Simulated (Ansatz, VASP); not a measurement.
# CsNbS3 in two plane-wave programs, part 3 of 3

Aim: how closely do two programs agree when they are given the same cell, functional and k mesh? The cell is generated by rule, not measured, and may not be a known phase. The cell is taken from a series of runs on this material, whose earlier steps may have relaxed, scaled, displaced or heated it; both programs get it as it stands.

VASP 6.6.1 and Ansatz 0.2.0.

So far: Ansatz: relaxation of cell and atoms, PBEsol, pair 1; VASP: relaxation of cell and atoms, PBEsol, pair 1; Side by side; VASP: relaxation of cell and atoms, PBEsol, pair 2; Ansatz: relaxation of cell and atoms, PBEsol, pair 2; Comparison.

### Step 8. VASP: relaxation of cell and atoms, PBEsol, pair 3

Level of this step: PBEsol; plane waves and PAW (Cs_sv, Nb_sv, S); invented cell (VASP).

The relaxed volume is the usual yardstick between codes: in a stiff, nearly cubic crystal its relative difference is about their pressure difference at one cell divided by the bulk modulus.

INCAR reads:

```
SYSTEM = CsNbS3
PREC = Accurate
ENCUT = 500
EDIFF = 1E-07
NELM = 120
ISMEAR = 1
SIGMA = 0.2
LREAL = .FALSE.
ALGO = Normal
GGA = PS
NBANDS = 50
LASPH = .TRUE.
LORBIT = 11
LWAVE = .FALSE.
LCHARG = .FALSE.
ISIF = 3
IBRION = 2
NSW = 80
EDIFFG = -0.005
GGA_COMPAT = .FALSE.
NELMIN = 4
KPAR = 2
```

POSCAR reads:

```
CsNbS3
1.0
    4.8720390000      4.8720390000      0.0000000000
    4.8720390000      0.0000000000      4.8720390000
    4.8720390000      0.0000000000     -4.8720390000
Cs Nb S
2 2 6
Direct
    0.0000000000      0.0000000000      0.0000000000
    0.0000000000      0.5000000000      0.5000000000
    0.4999998974      0.2500000513      0.7499999487
    0.4999998974      0.7499999487      0.2500000513
    0.4999998974      0.9958949425      0.0041050575
    0.4999998974      0.5041050575      0.4958949425
    0.0164202298      0.4917897825      0.9917898851
    0.9835797702      0.0082101149      0.5082100123
    0.4999998974      0.9958950452      0.4958949425
    0.4999998974      0.5041050575      0.0041051601
```

KPOINTS reads:

```
Automatic mesh
0
Gamma
8 8 8
0 0 0
```

Potentials, in the order of the species: Cs_sv, Nb_sv and S (PBE family, release 64).

The run is started by

```bash
> mpirun -np 2 vasp_std
```

Numbers of over 12 decimals in the logs are rounded to 6 here.

Log:

```text
[... set-up lines as in an earlier step ...]
 entering main loop
       N       E                     dE             d eps       ncg     rms          rms(c)
DAV:   1     0.653538888895E+03    0.65354E+03   -0.37622E+04  5948   0.143E+03
DAV:   2    -0.472673392778E+01   -0.65827E+03   -0.63447E+03  8508   0.408E+02
DAV:   3    -0.629874418649E+02   -0.58261E+02   -0.57398E+02  8328   0.112E+02
DAV:   4    -0.671878297383E+02   -0.42004E+01   -0.41874E+01 10280   0.324E+01
[...]
DAV:  15    -0.601381944015E+02   -0.42322E-05   -0.10182E-05  9250   0.161E-02    0.586E-03
DAV:  16    -0.601381939185E+02    0.48295E-06   -0.15267E-06  8680   0.732E-03    0.205E-03
DAV:  17    -0.601381939877E+02   -0.69146E-07   -0.19083E-07  5152   0.278E-03
   1 F= -.60138194E+02 E0= -.60143126E+02  d E =-.601382E+02
[... from here on, the cycles between the ionic steps are left out ...]
   2 F= -.60139601E+02 E0= -.60144590E+02  d E =-.140685E-02
   3 F= -.60139913E+02 E0= -.60144898E+02  d E =-.171920E-02
   4 F= -.60140276E+02 E0= -.60145245E+02  d E =-.362739E-03
   5 F= -.60140313E+02 E0= -.60145265E+02  d E =-.400152E-03
   6 F= -.60140418E+02 E0= -.60145325E+02  d E =-.104837E-03
   7 F= -.60140434E+02 E0= -.60145311E+02  d E =-.120789E-03
   8 F= -.60140450E+02 E0= -.60145314E+02  d E =-.158721E-04
 trial-energy change:   -0.000016  1 .order   -0.000016   -0.000035    0.000003
 step:   1.0583(harm=  1.0583)  dis= 0.00079  next Energy=   -60.140450 (dE=-0.163E-04)
 reached required accuracy - stopping structural energy minimisation
```

From OUTCAR (step 8):

```text
  Total        0.0055186      0.0045066      0.0055186      0.0000000     -0.0000000     -0.0000000
  in kB        0.0381362      0.0311424      0.0381362      0.0000000     -0.0000000     -0.0000000
  external PRESSURE =       0.0358049 kB  Pullay stress =       0.0000000 kB

 POSITION                                       TOTAL-FORCE (eV/Angst)
 -----------------------------------------------------------------------------------
      4.87209      4.88363     -0.00000        -0.000000     -0.000000      0.000000
      9.74418      4.88363      0.00000         0.000000     -0.000000      0.000000
      7.30813      2.44181     -2.43604        -0.000000     -0.000000     -0.000000
      7.30813      2.44181      2.43604        -0.000000     -0.000000     -0.000000
      7.30813      2.44181      4.83702        -0.000000      0.000000      0.001216
      7.30813      2.44181      0.03507         0.000000     -0.000000     -0.001216
      7.30813      0.07077     -2.43605         0.000000      0.000393      0.000000
      7.30813      4.81285     -2.43604        -0.000000     -0.000393     -0.000000
      9.70911      2.44181      2.43605         0.001216      0.000000      0.000000
      4.90716      2.44181      2.43604        -0.001216     -0.000000     -0.000000
 -----------------------------------------------------------------------------------
    total drift:                                0.003392      0.003404     -0.000022

  FREE ENERGIE OF THE ION-ELECTRON SYSTEM (eV)
  ---------------------------------------------------
  free  energy   TOTEN  =       -60.1404500024 eV

  energy  without entropy=      -60.1550408981  energy(sigma->0) =      -60.14531363

[... 1 part as in an earlier step ...]

[... 3 further parts left out ...]
[key lines of the parts left out:]
E-fermi :   4.4034
```

### Step 9. Ansatz: relaxation of cell and atoms, PBEsol, pair 3

The same cell, functional, mesh and smearing now go to Ansatz, which takes its cutoff from its data sets.

The cell is taken from a series of runs on this material, whose earlier steps may have relaxed, scaled, displaced or heated it; both programs get it as it stands.

input.yaml reads:

```yaml
crystal:
  lattice:
    - [4.872038523, 4.872038523, 0.0]
    - [4.872038523, 0.0, 4.872038523]
    - [4.872038523, 0.0, -4.872038523]
  atoms:
    - { symbol: Cs, position: [0.0, 0.0, 0.0] }
    - { symbol: Cs, position: [0.0, 0.5, 0.5] }
    - { symbol: Nb, position: [0.5, 0.25, 0.75] }
    - { symbol: Nb, position: [0.5, 0.75, 0.25] }
    - { symbol: S, position: [0.5, -0.0041050579, 0.0041050579] }
    - { symbol: S, position: [0.5, 0.5041050579, 0.4958949421] }
    - { symbol: S, position: [0.0164202314, 0.4917898843, -0.0082101157] }
    - { symbol: S, position: [-0.0164202314, 0.0082101157, 0.5082101157] }
    - { symbol: S, position: [0.5, -0.0041050579, 0.4958949421] }
    - { symbol: S, position: [0.5, 0.5041050579, 0.0041050579] }
kpoints:
  mp_grid: { grid: [8, 8, 8] }
hamiltonian:
  xc: pbesol
  pseudopotentials: { kind: paw, azcp: { folder: soft_1 }, xc_functional: pbe }
scf:
  occupations: { method: methfessel_paxton, width: 0.2 }
output:
  forces: true
  stress: true
  eigenvalues: true
  write_density: true
  write_potential: true
  elf: true
  volumetric_format: npy
relax:
  adjacent_minimum: "off"
  f_tol: 0.002
  max_steps: 120
  cell: { stress_tol: 0.03 }
```

The run is started by

```bash
> ansatz run input.yaml --threads 4 --pin off --max-ram 16384MiB --backend cpu --events-out ev --progress --plain --runs-dir out
```

Log:

```text
[...]
Crystal: 10 atoms, lattice volume = 231.293 Å³
Basis set: ecut = 420 eV, 4573 PW (Γ), exchange–correlation on 96×96×96 points (8 copies of the dense FFT grid, shifted against one another)
Bands: 50, of which v1, the nominal top of the filled ones, is band 40 counted from 1 (39 counted from 0)
Symmetry: 16 space group operations
[...]
k-points: 59 of 512
[...]
- { symbol: Nb, position: [0.5, 0.250000, 0.750000] }
    - { symbol: Nb, position: [0.5, 0.750000, 0.250000] }
    - { symbol: S, position: [0.5, -0.00360486, 0.00360486] }
    - { symbol: S, position: [0.5, 0.503605, 0.496395] }
    - { symbol: S, position: [0.014534, 0.492733, -0.00726715] }
    - { symbol: S, position: [-0.014534, 0.00726715, 0.507267] }
    - { symbol: S, position: [0.5, -0.00360486, 0.496395] }
    - { symbol: S, position: [0.5, 0.503605, 0.00360486] }
[key lines of the parts left out:]
SCF converged after 6 iterations
Free energy (F): -25482.323255 eV
Fermi energy:    7.823700 eV
P = ⅓ Tr σ = 0.0010 GPa (0.010 kbar)
```

### Step 10. Differences

The two programs side by side:

| quantity | Ansatz | VASP | difference |
| --- | --- | --- | --- |
| volume (Å³) | 231.91 | 231.85 | +0.03 % |
| edge a after relaxation, in the typed setting (Å) | 6.899 | 6.898 | +0.01 % |
| edge b after relaxation, in the typed setting (Å) | 6.891 | 6.890 | +0.01 % |

### Step 11. What came out

| Quantity | Value |
| --- | --- |
| difference in volume (relaxation of cell and atoms, PBEsol, pair 1) | 0.022 % |
| difference in volume (relaxation of cell and atoms, PBEsol, pair 2) | 0.0091 % |
| difference in volume (relaxation of cell and atoms, PBEsol, pair 3) | 0.029 % |

**Reading.** The difference in volume is 0.029 % (relaxation of cell and atoms, PBEsol, pair 3), within the 1.2 % picked in this series as the mark of a large difference, as far as the stopping tolerances let one tell. 4 further runs of this series are not shown here. Such differences can come from data sets, numerical settings and the points named under the comparisons, not from the functional's error against experiment.

[Lines on the potential files, build, host, timing and source positions are cut from VASP's logs without a mark.]

[Logs are printed without paths, hosts, clocks, repeated set-up lines and the standing remarks that a program may print on its own settings, such as how far it seeks lower states.]

[Hosts, paths, dates, database ids (printed as entryN), source tags and the programs' standing remarks are cut or masked in the printed files.]
